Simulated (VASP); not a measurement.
Here is the system:

```
GaAs
1.0
    0.00000     2.65409     2.65409
    2.65409     0.00000     2.65409
    2.65409     2.65409     0.00000
Ga As
1 1
Direct
  0.00000   0.00000   0.00000
  0.50000   0.50000   0.50000
```

Computed with PBEsol GGA, VASP's PBE PAW potentials (set 64) (plane waves; VASP). Settings: 500 eV cut-off, 12×12×12 Γ-centred mesh, first-order Methfessel-Paxton smearing of 0.10 eV, potentials Ga_d As.

Question: Estimate the energy per atom (σ→0), band gap (on the k-mesh) with the smallest direct gap where there is one.

Answer: 
| Quantity | Result |
|---|---|
| band gap (on the k-mesh) | none (metal, semimetal or under 0.01 eV) |
| energy per atom (σ→0) | -4.278 eV/atom |

The structure was generated: GaAs was put into the rock salt type (Fm-3m), which need not be its known phase. It was relaxed first, which changed the volume by +6 %.
